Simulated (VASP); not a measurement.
Data:

```yaml
crystal:
  lattice:
    - [2.09982, -3.63699, 0.00000]
    - [2.09982, 3.63699, 0.00000]
    - [0.00000, 0.00000, 6.84839]
  atoms:
    - { symbol: Cd, position: [0.66667, 0.33333, 0.50002] }
    - { symbol: Cd, position: [0.33333, 0.66667, 0.00002] }
    - { symbol: Se, position: [0.66667, 0.33333, 0.87598] }
    - { symbol: Se, position: [0.33333, 0.66667, 0.37598] }
```

All values below come from PBEsol GGA, VASP's PBE PAW potentials (set 64) (plane waves; VASP). Run with 500 eV cut-off, 6×6×4 Γ-centred mesh, Gaussian smearing of 0.050 eV, potentials Cd Se.

Question: Estimate the energy per atom (σ→0), pressure, band gap (on the k-mesh) with the smallest direct gap where there is one.

Answer: 
band gap (on the k-mesh): 0.69 eV
smallest direct gap (on the k-mesh): 0.69 eV
energy per atom (σ→0): -3056 meV/atom
pressure: 4.97 GPa

The absolute energy has meaning only against runs of the same code, potentials and settings.

The compound is CdSe in the wurtzite structure. It was relaxed first under an external pressure of 5 GPa.
